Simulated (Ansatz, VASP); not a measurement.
# Cross-check of Si36O65 (amorphous SiO1.8) between VASP and Ansatz, part 2 of 3

One calculation is typed for both programs; each brings its own data sets. How far apart do they land? Of the first pair: The cell is taken from a series of runs on this material, whose earlier steps may have relaxed, scaled, displaced or heated it; both programs get it as it stands.

VASP 6.6.1 and Ansatz 0.2.0.

So far. Step 3 (VASP: single point, PBE, pair 1): The run ends at a pressure of 0.71 GPa, with forces up to 7.0 eV/Å.

## Step 5: VASP: single point, PBE, pair 2

Level of this step: PBE; plane waves and PAW (Si, O) (VASP).

With cell and atoms fixed, the geometry can't cause a difference; cores, projectors, grids and the points listed under the comparison can.

Contents of INCAR:

```
SYSTEM = Si36O65
PREC = Accurate
ENCUT = 600
EDIFF = 1E-06
NELM = 120
ISMEAR = 0
SIGMA = 0.05
LREAL = Auto
ALGO = Normal
GGA = PE
NBANDS = 344
LORBIT = 11
LWAVE = .FALSE.
LCHARG = .FALSE.
ISIF = 2
LASPH = .TRUE.
GGA_COMPAT = .FALSE.
EFERMI = MIDGAP
NCORE = 2
```

Contents of POSCAR:

```
Si36O65
1.0
   11.5928000000      0.0000000000      0.0000000000
    0.0000000000     11.5928000000      0.0000000000
    0.0000000000      0.0000000000     11.5928000000
Si O
36 65
Direct
    0.9635600000      0.2294900000      0.4616600000
    0.7070500000      0.3692700000      0.1702700000
    0.4220300000      0.6192700000      0.1482400000
    0.2100300000      0.7703000000      0.2067300000
    0.3384900000      0.1770200000      0.0066100000
    0.4131200000      0.1590100000      0.2697200000
    0.4935700000      0.2639600000      0.8338200000
    0.0103600000      0.3216500000      0.8318100000
    0.4817000000      0.8444100000      0.5820400000
    0.7869500000      0.9500700000      0.0717600000
    0.0885800000      0.5395800000      0.1958700000
    0.5506700000      0.8982700000      0.8279200000
    0.7866800000      0.1264100000      0.2830500000
    0.8278400000      0.1987300000      0.6883600000
    0.2348200000      0.8615300000      0.4559500000
    0.0728400000      0.6871900000      0.6075100000
    0.2258900000      0.1364900000      0.4444100000
    0.6467800000      0.7603900000      0.2158000000
    0.0431600000      0.8908400000      0.0227000000
    0.9208200000      0.5616900000      0.8180000000
    0.1235000000      0.0855400000      0.8923300000
    0.7581500000      0.7496500000      0.7707600000
    0.4409800000      0.9391200000      0.0815700000
    0.2882700000      0.5757500000      0.5527500000
    0.5822500000      0.9743300000      0.3805600000
    0.0059500000      0.8726800000      0.7792500000
    0.7288800000      0.6227000000      0.3627800000
    0.2852700000      0.4331900000      0.0258300000
    0.6724600000      0.0506400000      0.8304200000
    0.4001200000      0.3308500000      0.5389800000
[... 65 atom lines left out ...]
    0.3223000000      0.2150400000      0.5226600000
    0.7644900000      0.0779500000      0.7276500000
    0.2502600000      0.8495700000      0.3145000000
    0.0724200000      0.0274500000      0.0104200000
    0.8438900000      0.5396900000      0.3475500000
    0.5274200000      0.3210300000      0.5957000000
```

Contents of KPOINTS:

```
Automatic mesh
0
Gamma
1 1 1
0 0 0
```

PAW data sets: Si and O (PBE family, release 64).

The run is started by

```console
> mpirun -np 8 vasp_gam
```

Numbers of over 12 decimals in the logs are rounded to 6 here.

What it wrote:

```text
[... set-up lines as in an earlier step ...]
 entering main loop
       N       E                     dE             d eps       ncg     rms          rms(c)
DAV:   1     0.510050121844E+04    0.51005E+04   -0.33115E+05   704   0.167E+03
DAV:   2    -0.373809541617E+03   -0.54743E+04   -0.52779E+04   856   0.376E+02
DAV:   3    -0.860598318649E+03   -0.48679E+03   -0.48311E+03   808   0.118E+02
DAV:   4    -0.871585820999E+03   -0.10988E+02   -0.10931E+02   832   0.190E+01
[...]
DAV:  17    -0.766547426210E+03    0.63594E-05   -0.10217E-04   872   0.273E-02    0.141E-02
DAV:  18    -0.766547424426E+03    0.17844E-05   -0.22407E-05   808   0.110E-02    0.117E-02
DAV:  19    -0.766547423890E+03    0.53580E-06   -0.40225E-06   752   0.455E-03
   1 F= -.76654742E+03 E0= -.76654742E+03  d E =-.620970-162
```

From OUTCAR (step 5):

```text
  Total      -21.0744188    -18.8882434     -9.4571584    -16.9542697     -2.1297618      1.4526218
  in kB      -21.6721081    -19.4239308     -9.7253718    -17.4351079     -2.1901638      1.4938195
  external PRESSURE =     -16.9404702 kB  Pullay stress =       0.0000000 kB

 POSITION                                       TOTAL-FORCE (eV/Angst)
 -----------------------------------------------------------------------------------
     11.17036      2.66043      5.35193         0.016169     -0.009188     -0.009326
      8.19669      4.28087      1.97391        -0.006103     -0.008550     -0.000253
      4.89251      7.17907      1.71852         0.010061      0.022785     -0.041020
      2.43484      8.92993      2.39658         0.013211      0.044284     -0.028175
      3.92405      2.05216      0.07663         0.003675     -0.022282      0.040953
      4.78922      1.84337      3.12681        -0.011612     -0.004957     -0.034241
      5.72186      3.06004      9.66631         0.009919     -0.013617     -0.022446
      0.12010      3.72882      9.64301         0.028274     -0.032343     -0.010905
[...]
2.46706      0.00869      5.61416         0.007261     -0.011960     -0.012760
      6.76475      4.78423      2.47263        -0.036324      0.018425      0.031664
     10.90801      4.27589      5.43088         0.000464      0.000302     -0.009491
      1.16728      2.54369     10.25499        -0.006674      0.039021     -0.012921
      6.93574      9.86420      3.63005         0.005778      0.006510     -0.003463
[...]
-----------------------------------------------------------------------------------
    total drift:                                0.020902     -0.018678     -0.012415

  FREE ENERGIE OF THE ION-ELECTRON SYSTEM (eV)
  ---------------------------------------------------
  free  energy   TOTEN  =      -766.5474238902 eV

  energy  without entropy=     -766.5474238902  energy(sigma->0) =     -766.54742389

[... 2 parts as in an earlier step ...]

[... 1 further part left out ...]
[key lines of the parts left out:]
E-fermi :   3.0171
```

The run ends at a pressure of -1.69 GPa, with forces up to 0.11 eV/Å.

## Step 6: Ansatz: single point, PBE, pair 2

The same cell, functional, mesh and smearing now go to Ansatz, which takes its cutoff from its data sets.

The cell is taken from a series of runs on this material, whose earlier steps may have relaxed, scaled, displaced or heated it; both programs get it as it stands.

Contents of input.yaml:

```yaml
crystal:
  lattice:
    - [11.5928, 0.0, 0.0]
    - [0.0, 11.5928, 0.0]
    - [0.0, 0.0, 11.5928]
  atoms:
    - { symbol: Si, position: [0.96356, 0.22949, 0.46166] }
    - { symbol: Si, position: [0.70705, 0.36927, 0.17027] }
    - { symbol: Si, position: [0.42203, 0.61927, 0.14824] }
    - { symbol: Si, position: [0.21003, 0.7703, 0.20673] }
    - { symbol: Si, position: [0.33849, 0.17702, 0.00661] }
    - { symbol: Si, position: [0.41312, 0.15901, 0.26972] }
    - { symbol: Si, position: [0.49357, 0.26396, 0.83382] }
    - { symbol: Si, position: [0.01036, 0.32165, 0.83181] }
    - { symbol: Si, position: [0.4817, 0.84441, 0.58204] }
    - { symbol: Si, position: [0.78695, 0.95007, 0.07176] }
    - { symbol: Si, position: [0.08858, 0.53958, 0.19587] }
    - { symbol: Si, position: [0.55067, 0.89827, 0.82792] }
    - { symbol: Si, position: [0.78668, 0.12641, 0.28305] }
    - { symbol: Si, position: [0.82784, 0.19873, 0.68836] }
    - { symbol: Si, position: [0.23482, 0.86153, 0.45595] }
    - { symbol: Si, position: [0.07284, 0.68719, 0.60751] }
    - { symbol: Si, position: [0.22589, 0.13649, 0.44441] }
    - { symbol: Si, position: [0.64678, 0.76039, 0.2158] }
    - { symbol: Si, position: [0.04316, 0.89084, 0.0227] }
    - { symbol: Si, position: [0.92082, 0.56169, 0.818] }
    - { symbol: Si, position: [0.1235, 0.08554, 0.89233] }
    - { symbol: Si, position: [0.75815, 0.74965, 0.77076] }
    - { symbol: Si, position: [0.44098, 0.93912, 0.08157] }
    - { symbol: Si, position: [0.28827, 0.57575, 0.55275] }
    - { symbol: Si, position: [0.58225, 0.97433, 0.38056] }
    - { symbol: Si, position: [0.00595, 0.87268, 0.77925] }
    - { symbol: Si, position: [0.72888, 0.6227, 0.36278] }
    - { symbol: Si, position: [0.28527, 0.43319, 0.02583] }
    - { symbol: Si, position: [0.67246, 0.05064, 0.83042] }
    - { symbol: Si, position: [0.40012, 0.33085, 0.53898] }
[... 65 atom lines left out ...]
    - { symbol: O, position: [0.3223, 0.21504, 0.52266] }
    - { symbol: O, position: [0.76449, 0.07795, 0.72765] }
    - { symbol: O, position: [0.25026, 0.84957, 0.3145] }
    - { symbol: O, position: [0.07242, 0.02745, 0.01042] }
    - { symbol: O, position: [0.84389, 0.53969, 0.34755] }
    - { symbol: O, position: [0.52742, 0.32103, 0.5957] }
kpoints:
  mp_grid: { grid: [1, 1, 1] }
hamiltonian:
  xc: pbe
scf:
  occupations: { method: gaussian, width: 0.05 }
output:
  forces: true
  stress: true
  populations: true
  dos:
    method: { smearing: { sigma: 0.15 } }
    de: 0.1
    projected: { site_lists: { O: [O], Si: [Si] } }
  eigenvalues: true
  write_density: true
  write_potential: true
  volumetric_format: npy
```

The run is started by

```console
> ansatz run input.yaml --threads 4 --pin off --max-ram 8192MiB --backend cpu --events-out ev --progress --plain --runs-dir out
```

What it wrote:

```text
[...]
Crystal: 101 atoms, lattice volume = 1557.991 Å³
Basis set: ecut = 420 eV, 30551 PW (Γ), exchange–correlation on 160×160×160 points (8 copies of the dense FFT grid, shifted against one another)
Bands: 368, of which v1, the nominal top of the filled ones, is band 267 counted from 1 (266 counted from 0)
Symmetry: 1 space group operations
[...]
k-points: 1
[...]
P = ⅓ Tr σ = -1.5981 GPa (-15.981 kbar)
--- Band table (eV) ---
  k-point 0: bands = [... 263 lower, 2.1647, 2.3739, 2.5615, 3.2319, 5.1555, 5.5575, 5.7643, 6.1972, ... 97 higher]
--- Löwdin populations: 101 sites ---
  site symbol       q [e]
     0     Si      2.1956
     1     Si      2.2156
     2     Si      2.2268
     3     Si      2.2138
     4     Si      2.2782
     5     Si      3.1622
     6     Si      2.2502
     7     Si      2.2838
[...]
97      O      6.7823
    98      O      6.7889
    99      O      6.7782
   100      O      6.7850
  spilling = 0.013881 (of n_electrons = 534.000000)
```

## Step 7: Differences

Both answers:

```csv
quantity,Ansatz,VASP,difference
pressure (GPa),-1.60,-1.69,+0.10
gap on the k mesh (eV),1.924,1.925,-0.002
```

Forces on 7 of the 101 atoms, those with the largest forces and the largest differences (eV/Å; atoms numbered as in POSCAR):

```csv
atom,"Ansatz x, y, z","VASP x, y, z"
Si12,"0.002, 0.001, -0.003","-0.011, 0.055, 0.028"
Si19,"-0.003, -0.005, 0.008","-0.001, -0.046, 0.077"
Si24,"0.003, 0.000, 0.001","0.070, -0.021, -0.056"
Si34,"-0.010, -0.001, 0.013","-0.090, 0.055, 0.010"
O38,"0.002, -0.007, 0.004","-0.070, -0.020, 0.005"
O50,"0.003, -0.001, 0.000","-0.045, 0.021, 0.041"
O58,"0.004, -0.002, -0.010","0.066, 0.033, -0.059"
```

The forces differ by 21 meV/Å r.m.s., where the r.m.s. force is 0.005 eV/Å in Ansatz and 0.022 eV/Å in VASP: the atoms lie near their places of rest in Ansatz, so a percentage would say little (all taken over all components). A gap on the mesh is an upper bound, since the band edges may lie between its points.

## Step 8: Ansatz: relaxation, PBE

The two programs are compared at the cell with which this relaxation starts, whose forces are those of its first step.

The structure compared here is the start of the Ansatz relaxation; VASP solves that cell, so the two are compared at the walk's first step.

Contents of input.yaml:

```yaml
crystal:
  lattice:
    - [11.5928, 0.0, 0.0]
    - [0.0, 11.5928, 0.0]
    - [0.0, 0.0, 11.5928]
  atoms:
    - { symbol: Si, position: [0.9481, 0.22546, 0.44427] }
    - { symbol: Si, position: [0.58813, 0.30476, 0.13126] }
    - { symbol: Si, position: [0.44659, 0.65622, 0.10294] }
    - { symbol: Si, position: [0.21702, 0.76543, 0.21107] }
    - { symbol: Si, position: [0.33739, 0.21989, 0.07371] }
    - { symbol: Si, position: [0.18027, 0.34842, 0.23494] }
    - { symbol: Si, position: [0.49413, 0.23812, 0.88752] }
    - { symbol: Si, position: [0.98622, 0.33541, 0.82434] }
    - { symbol: Si, position: [0.48883, 0.83481, 0.60662] }
    - { symbol: Si, position: [0.8015, 0.9315, 0.07973] }
    - { symbol: Si, position: [0.05518, 0.55095, 0.1504] }
    - { symbol: Si, position: [0.55302, 0.79354, 0.87075] }
    - { symbol: Si, position: [0.76381, 0.1275, 0.26478] }
    - { symbol: Si, position: [0.81329, 0.19147, 0.67505] }
    - { symbol: Si, position: [0.26069, 0.89284, 0.45241] }
    - { symbol: Si, position: [0.13474, 0.68328, 0.57127] }
    - { symbol: Si, position: [0.21071, 0.15848, 0.42668] }
    - { symbol: Si, position: [0.67483, 0.7403, 0.23302] }
    - { symbol: Si, position: [0.06811, 0.90448, 0.03691] }
    - { symbol: Si, position: [0.90897, 0.57274, 0.69302] }
    - { symbol: Si, position: [0.14256, 0.11918, 0.90342] }
    - { symbol: Si, position: [0.80221, 0.78611, 0.77263] }
    - { symbol: Si, position: [0.3722, 0.04438, 0.28329] }
    - { symbol: Si, position: [0.40515, 0.60746, 0.53211] }
    - { symbol: Si, position: [0.60305, 0.95052, 0.39006] }
    - { symbol: Si, position: [0.06366, 0.88079, 0.7728] }
    - { symbol: Si, position: [0.75022, 0.59009, 0.36031] }
    - { symbol: Si, position: [0.27337, 0.4616, 0.02417] }
    - { symbol: Si, position: [0.68062, 0.04535, 0.85982] }
    - { symbol: Si, position: [0.38581, 0.35639, 0.53191] }
[... 65 atom lines left out ...]
    - { symbol: O, position: [0.31775, 0.24181, 0.47754] }
    - { symbol: O, position: [0.75395, 0.08324, 0.74517] }
    - { symbol: O, position: [0.26692, 0.80524, 0.33846] }
    - { symbol: O, position: [0.09188, 0.03902, 0.00725] }
    - { symbol: O, position: [0.88376, 0.54196, 0.3403] }
    - { symbol: O, position: [0.51149, 0.32537, 0.59054] }
kpoints:
  mp_grid: { grid: [1, 1, 1] }
hamiltonian:
  xc: pbe
scf:
  occupations: { method: gaussian, width: 0.05 }
output:
  forces: true
relax:
  f_tol: 0.03
  max_steps: 200
```

What it wrote:

```text
[...]
Crystal: 101 atoms, lattice volume = 1557.991 Å³
Basis set: ecut = 420 eV, 30551 PW (Γ), exchange–correlation on 160×160×160 points (8 copies of the dense FFT grid, shifted against one another)
Bands: 368, of which v1, the nominal top of the filled ones, is band 267 counted from 1 (266 counted from 0)
Symmetry: 1 space group operations
[...]
k-points: 1
[...]
SCF iter   1: F=—  HF=-59823.444979 eV  |F-HF|=—  |Δ(HF+E_count)|=         —  Δρ=9.73e-3  dr2=4.09e0  ethr=1.77e-3  ⟨swp⟩=6.0  Hψ=1772  notcnv=0  defer=53
[...]
- { symbol: O, position: [0.127496, 0.358955, 0.737635] }
    - { symbol: O, position: [0.060546, 0.469449, 0.314785] }
    - { symbol: O, position: [0.129598, 0.663434, 0.245509] }
    - { symbol: O, position: [0.358959, 0.831330, 0.518186] }
    - { symbol: O, position: [0.134403, 0.844278, 0.116406] }
    - { symbol: O, position: [0.212810, 0.000752817, 0.484279] }
    - { symbol: O, position: [0.583534, 0.412694, 0.213294] }
[...]
- { symbol: O, position: [0.250255, 0.849575, 0.314500] }
    - { symbol: O, position: [0.072424, 0.027445, 0.010419] }
    - { symbol: O, position: [0.843887, 0.539689, 0.347552] }
    - { symbol: O, position: [0.527420, 0.321032, 0.595698] }
```

[end of part 2 of 3]

[Lines on the potential files, build, host, timing and source positions are cut from VASP's logs without a mark.]

[Logs are printed without paths, hosts, clocks, repeated set-up lines and the standing remarks that a program may print on its own settings, such as how far it seeks lower states.]

[Hosts, paths, dates, database ids (printed as entryN), source tags and the programs' standing remarks are cut or masked in the printed files.]
